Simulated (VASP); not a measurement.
# How a change of volume changes Zr

How do stress and energy of Zr follow a change of volume?

Method: PBEsol; plane waves and PAW (Zr_sv), in the first sound run; inputs show where later runs differ, in VASP 6.6.1.

**1. Starting point**

It takes space group P6_3/mmc (No. 194, hexagonal). The conventional cell has a = 3.230 Å, b = 3.230 Å, c = 5.145 Å, α = 90.00°, β = 90.00°, γ = 120.00°. Zr has 12 Zr at 3.18 to 3.23 Å nearest.

Structure file:

```xyz
2
Lattice="3.2300 0.0000 0.0000 -1.6150 2.7973 0.0000 0.0000 0.0000 5.1454" Properties=species:S:1:pos:R:3 pbc="T T T"
Zr    0.0000    0.0000    0.0000
Zr    0.0000    1.8648    2.5727
```

**2. Relax the crystal, PBEsol**

The series starts from the cell that this level prefers, so that zero strain is near zero stress.

This step took 2 runs in a row; the last is shown.

Level: PBEsol; plane waves and PAW (Zr_sv).

File INCAR:

```
SYSTEM = Zr
PREC = Accurate
ENCUT = 450
EDIFF = 1E-07
NELM = 120
ISMEAR = 1
SIGMA = 0.15
LREAL = .FALSE.
ALGO = Normal
GGA = PS
NBANDS = 18
LASPH = .TRUE.
LORBIT = 11
LWAVE = .FALSE.
LCHARG = .FALSE.
KPAR = 8
IBRION = 2
NSW = 40
ISIF = 3
EDIFFG = -0.005
POTIM = 0.4
```

File POSCAR:

```
Zr
1.0
    3.1865302489      0.0000000000      0.0000000000
   -1.5932651245      2.7596161455      0.0000000000
    0.0000000000      0.0000000000      5.1152857861
Zr
2
Direct
    0.0000000000      0.0000000000      0.0000000000
    0.3333333333      0.6666666667      0.5000000000
```

File KPOINTS:

```
Automatic mesh
0
Gamma
21 21 12
0 0 0
```

Potentials, in the order of the species: Zr_sv (PBE family, release 64).

Command:

```sh
> mpirun -np 8 vasp_std
```

Output:

```text
[banner, memory and clock lines left out]
running    8 mpi-ranks, on    1 nodes
[...]
|                                                                             |
|           W    W    AA    RRRRR   N    N  II  N    N   GGGG   !!!           |
|           W    W   A  A   R    R  NN   N  II  NN   N  G    G  !!!           |
|           W    W  A    A  R    R  N N  N  II  N N  N  G       !!!           |
|           W WW W  AAAAAA  RRRRR   N  N N  II  N  N N  G  GGG   !            |
|           WW  WW  A    A  R   R   N   NN  II  N   NN  G    G                |
|           W    W  A    A  R    R  N    N  II  N    N   GGGG   !!!           |
|                                                                             |
|     For optimal performance we recommend to set                             |
|       NCORE = 2 up to number-of-cores-per-socket                            |
|     NCORE specifies how many cores store one orbital (NPAR=cpu/NCORE).      |
|     This setting can greatly improve the performance of VASP for DFT.       |
[...]
|     You enforced a specific xc type in the INCAR file but a different       |
|     [... a line on the potential file left out ...]
|     I HOPE YOU KNOW WHAT YOU ARE DOING!                                     |
|                                                                             |

 LDA part: xc-table for (Slater+PW92), standard interpolation
 POSCAR, INCAR and KPOINTS ok, starting setup
[...]
entering main loop
       N       E                     dE             d eps       ncg     rms          rms(c)
DAV:   1     0.197823158030E+03    0.19782E+03   -0.12550E+04 12096   0.121E+03
DAV:   2    -0.644025933847E+01   -0.20426E+03   -0.20107E+03 14434   0.359E+02
DAV:   3    -0.186972990405E+02   -0.12257E+02   -0.12140E+02 21582   0.654E+01
DAV:   4    -0.189434571600E+02   -0.24616E+00   -0.24585E+00 14444   0.939E+00
[...]
DAV:  10    -0.181625253563E+02    0.25882E-04   -0.47997E-05 17712   0.411E-02    0.242E-02
DAV:  11    -0.181625263008E+02   -0.94457E-06   -0.96470E-06 13460   0.362E-02    0.234E-03
DAV:  12    -0.181625263133E+02   -0.12445E-07   -0.34259E-07 12476   0.399E-03
   1 F= -.18162526E+02 E0= -.18163124E+02  d E =-.181625E+02
[...]
reached required accuracy - stopping structural energy minimisation
```

Wall time 9.4 s (8 MPI ranks of Intel Xeon 6975P-C (Granite Rapids), shared host); peak memory 2.3 GiB; 70 s of CPU time.

Lines that name or quote the potential files are left out of all logs, and their timing lines are given in words.

Parts of OUTCAR (step 2):

```text
  Total       -0.0052079     -0.0052079      0.0064342      0.0000000      0.0000000     -0.0000000
  in kB       -0.1854967     -0.1854967      0.2291742      0.0000000      0.0000000     -0.0000000
  external PRESSURE =      -0.0472731 kB  Pullay stress =       0.0000000 kB

 POSITION                                       TOTAL-FORCE (eV/Angst)
 -----------------------------------------------------------------------------------
      0.00000      0.00000      0.00000         0.000000     -0.000000      0.000000
     -0.00000      1.83974      2.55764        -0.000000      0.000000      0.000000
 -----------------------------------------------------------------------------------
    total drift:                                0.000000     -0.000000     -0.000000

  FREE ENERGIE OF THE ION-ELECTRON SYSTEM (eV)
  ---------------------------------------------------
  free  energy   TOTEN  =       -18.1625263133 eV

  energy  without entropy=      -18.1643181203  energy(sigma->0) =      -18.16312358

 reached required accuracy - stopping structural energy minimisation

[... 3 further parts left out ...]
[key lines of the parts left out:]
E-fermi :   9.2703
```

Numbers from this step:

```
energy(sigma→0) of the program : -18.1631 eV
stress, compression positive   : xx, yy, zz -0.02, -0.02, 0.02 GPa
volume                         : 44.982 Å³
ionic steps                    : 1
```

**3. Relax at fixed volume, PBEsol**

One member in full: the volume is scaled by 0.98, and shape and atoms relax at that volume.

Level: PBEsol; plane waves and PAW (Zr_sv).

Changes to INCAR since step 2:

```diff
@@ -15,7 +15,7 @@
 LCHARG = .FALSE.
-KPAR = 8
+KPAR = 2
 IBRION = 2
 NSW = 40
-ISIF = 3
-EDIFFG = -0.005
+ISIF = 4
+EDIFFG = -0.004
 POTIM = 0.4
```

File POSCAR:

```
Zr
1.0
    3.1651434955      0.0000000000      0.0000000000
   -1.5825717478      2.7410946737      0.0000000000
    0.0000000000      0.0000000000      5.0809539746
Zr
2
Direct
    0.0000000000      0.0000000000      0.0000000000
    0.3333333333      0.6666666667      0.5000000000
```

KPOINTS is that of step 2.

Command:

```sh
> mpirun -np 2 vasp_std
```

Output:

```text
[banner, memory and clock lines left out]
running    2 mpi-ranks, on    1 nodes
[...]
[... a notice as in an earlier step ...]

 LDA part: xc-table for (Slater+PW92), standard interpolation
 POSCAR, INCAR and KPOINTS ok, starting setup
[...]
entering main loop
       N       E                     dE             d eps       ncg     rms          rms(c)
DAV:   1     0.196601106809E+03    0.19660E+03   -0.12544E+04 12096   0.121E+03
DAV:   2    -0.638904997624E+01   -0.20299E+03   -0.19987E+03 14362   0.359E+02
DAV:   3    -0.186762005498E+02   -0.12287E+02   -0.12159E+02 21640   0.652E+01
DAV:   4    -0.189076698231E+02   -0.23147E+00   -0.23121E+00 14298   0.935E+00
[...]
DAV:  10    -0.181566816019E+02    0.27361E-04   -0.42428E-05 17748   0.399E-02    0.247E-02
DAV:  11    -0.181566827142E+02   -0.11122E-05   -0.98484E-06 13308   0.367E-02    0.259E-03
DAV:  12    -0.181566826889E+02    0.25275E-07   -0.35914E-07 12954   0.396E-03
   1 F= -.18156683E+02 E0= -.18157153E+02  d E =-.181567E+02
[...]
DAV:   4    -0.181567238278E+02   -0.22959E-06   -0.19948E-06 14072   0.130E-02    0.264E-03
DAV:   5    -0.181567237074E+02    0.12049E-06   -0.11482E-07  9818   0.285E-03    0.192E-04
DAV:   6    -0.181567237176E+02   -0.10237E-07   -0.84931E-09  7074   0.763E-04
   2 F= -.18156724E+02 E0= -.18157186E+02  d E =-.410287E-04
 trial-energy change:   -0.000041  1 .order   -0.000042   -0.000056   -0.000027
 step:   2.2636(harm=  1.9589)  dis= 0.00000  next Energy=   -18.156740 (dE=-0.573E-04)
[...]
N       E                     dE             d eps       ncg     rms          rms(c)
DAV:   1    -0.181570303276E+02   -0.30662E-03   -0.17383E-02 12128   0.113E+00    0.965E-02
DAV:   2    -0.181567982176E+02    0.23211E-03   -0.52285E-04 12956   0.168E-01    0.445E-02
DAV:   3    -0.181567355527E+02    0.62665E-04   -0.22374E-04 15252   0.101E-01    0.735E-03
DAV:   4    -0.181567359348E+02   -0.38215E-06   -0.31879E-06 14174   0.164E-02    0.335E-03
DAV:   5    -0.181567357993E+02    0.13559E-06   -0.18217E-07 10450   0.357E-03    0.239E-04
DAV:   6    -0.181567358109E+02   -0.11690E-07   -0.12333E-08  7102   0.928E-04
   3 F= -.18156736E+02 E0= -.18157188E+02  d E =-.531220E-04
[...]
reached required accuracy - stopping structural energy minimisation
```

Run time: 56 s. Hardware: 2 MPI ranks; peak memory 0.56 GiB; 1.8 min of CPU time.

Parts of OUTCAR (step 3):

```text
  Total        0.5667805      0.5667805      0.5572407     -0.0000000      0.0000000      0.0000000
  in kB       20.5997896     20.5997896     20.2530634     -0.0000000      0.0000000      0.0000000
  external PRESSURE =      20.4842142 kB  Pullay stress =       0.0000000 kB

 POSITION                                       TOTAL-FORCE (eV/Angst)
 -----------------------------------------------------------------------------------
     -1.58106      2.73847      5.09070        -0.000000      0.000000      0.000000
     -0.00000      1.82565      2.54535         0.000000     -0.000000     -0.000000
 -----------------------------------------------------------------------------------
    total drift:                                0.000000     -0.000000     -0.000000

  FREE ENERGIE OF THE ION-ELECTRON SYSTEM (eV)
  ---------------------------------------------------
  free  energy   TOTEN  =       -18.1567358109 eV

  energy  without entropy=      -18.1580911677  energy(sigma->0) =      -18.15718760

[... 2 parts as in an earlier step ...]

[... 2 further parts left out ...]
[key lines of the parts left out:]
E-fermi :   9.5007
```

This run gave:

* energy(sigma→0) of the program: -18.1572 eV
* stress, compression positive: xx, yy, zz 2.06, 2.06, 2.03 GPa
* ionic steps: 3

**4. All members**

The other members went through these steps as far as the tables show, with the same cutoff and, step by step, the same mesh; 9 runs are not shown. The session took 0.35 core hours (wall time by ranks) on a shared machine.

```tsv
volume over the relaxed volume	volume (Å³/atom)	pressure (GPa)	energy above the unstrained row, extrapolated to no smearing (meV/atom)
0.940	21.141	6.686	27.457
0.960	21.591	?	?
0.980	22.041	2.048	2.968
0.990	22.266	0.999	0.758
1	22.491	-0.005	0.000
1.010	22.716	-0.979	0.635
1.020	22.941	-1.906	2.603
1.040	23.390	-3.651	10.329
1.060	23.840	-5.254	22.763
```

**5. Stress from the known rows**

Fitting a cubic to the 8 known rows (u: logarithm of the volume ratio) gives pressure = − 11.42 u³ + 151.1 u² − 98.79 u − 0.008448 in GPa; the residuals are 0.0017 GPa r.m.s.

For the withheld row, u = -0.04082, the fit gives 4.277 GPa.

**6. The withheld row**

The calculation gives 4.279 GPa, so the prediction is 0.002 GPa too low.

A cubic of the pressure in ln(V/V₀) through all rows has the slope −B at V₀: B = 99 GPa, and its curvature gives B′ = 3.1.

**7. What came out**

```
error of the predicted pressure : -0.002 GPa
bulk modulus                    : 99 GPa
```

These are static values: temperature and zero-point motion are left out. In a metal the slopes also depend on mesh and smearing, which were held through the series.

[Lines on the potential files, build, host, timing and source positions are cut from VASP's logs without a mark.]

[Logs are printed without paths, hosts, clocks, repeated set-up lines and the standing remarks that a program may print on its own settings, such as how far it seeks lower states.]

[Hosts, paths, dates, database ids (printed as entryN), source tags and the programs' standing remarks are cut or masked in the printed files.]

[In band tables of VASP the shares of atoms and orbitals are scaled to a sum of 1 inside the atoms' spheres.]
